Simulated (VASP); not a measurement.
Calculation: PBEsol GGA, VASP's PBE PAW potentials (set 64) (plane waves; VASP 6.6.1).

VASP ran on this input.

INCAR:
```
ALGO = Normal
EDIFF = 1E-6
EDIFFG = -0.01
ENCUT = 400
GGA = PS
IBRION = 2
ISIF = 3
ISMEAR = 1
LASPH = T
LCHARG = F
LREAL = F
LWAVE = F
NELM = 100
NSW = 60
PREC = Accurate
SIGMA = 0.1
SYSTEM = Ca
```

### POSCAR
```
Ca
1
    0.0000000000     2.7900000000     2.7900000000
    2.7900000000     0.0000000000     2.7900000000
    2.7900000000     2.7900000000     0.0000000000
Ca
1
Direct
  0.0000000000   0.0000000000   0.0000000000
```

File KPOINTS:
```
Automatic mesh
0
Gamma
10 10 10
0 0 0
```

POTCAR, in this order: Ca_sv (PBE.64 set). Program: vasp_std.

Energy and stress use the plane-wave basis of the starting cell.

Question: Estimate the energy per atom (σ→0), volume per atom, band gap (on the k-mesh).

Answer: 
The energy per atom (σ→0) is -2135 meV/atom and the band gap (on the k-mesh) is none (metal, semimetal or under 0.01 eV). The volume per atom is 40.63 Å³/atom.

File OSZICAR:
```
...
DAV:   3    -0.213416710684E+01    0.86247E-02   -0.66188E-02  1123   0.234E+00    0.212E-01
DAV:   4    -0.213449416558E+01   -0.32706E-03   -0.45513E-03   977   0.800E-01    0.104E-01
DAV:   5    -0.213534476161E+01   -0.85060E-03   -0.13822E-03  1300   0.196E-01    0.460E-02
DAV:   6    -0.213539879516E+01   -0.54034E-04   -0.10535E-04  1423   0.734E-02    0.142E-02
DAV:   7    -0.213538867039E+01    0.10125E-04   -0.22663E-05   979   0.582E-02    0.197E-02
DAV:   8    -0.213539461796E+01   -0.59476E-05   -0.27681E-05  1352   0.466E-02    0.114E-03
DAV:   9    -0.213539476867E+01   -0.15071E-06   -0.88379E-08   449   0.284E-03
   3 F= -.21353948E+01 E0= -.21352982E+01  d E =-.985537E-02
```

The compound is Ca in the fcc structure. This run relaxes it. Symmetry was kept, so distortions that lower it aren't found.
